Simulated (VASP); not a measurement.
Consider the following.

```xyz
6
Lattice="-2.2316 2.2316 6.9701 2.2316 -2.2316 6.9701 2.2316 2.2316 -6.9701" Properties=species:S:1:pos:R:3 pbc="T T T"
Sr     2.2316     0.0000     3.4851
Sr     0.0000     0.0000     6.9701
Si     0.0000     2.2316     4.6492
Si     0.0000     0.0000     1.1641
Si     0.0000     0.0000    12.7761
Si     0.0000     2.2316     2.3209
```

The numbers are results of PBEsol GGA, VASP's PBE PAW potentials (set 64) (plane waves; VASP), not measurements. Run with 300 eV cut-off, 7×7×7 Γ-centred mesh, Fermi-Dirac smearing of 0.14 eV, potentials Sr_sv Si.

At this cut-off the stress carries a Pulay error, which pulls relaxed volumes low.

Question: Estimate the energy per atom (σ→0), pressure, band gap (on the k-mesh) with the smallest direct gap where there is one.

Answer: 
```json
{
  "band gap (on the k-mesh)": "none (metal, semimetal or under 0.01 eV)",
  "energy per atom (σ→0)": "-4.861 eV/atom",
  "pressure": "-2.44 GPa"
}
```

The structure comes from a computed database's SrSi2 entry; how it stands against other phases isn't given here. The cell was not relaxed at this level.
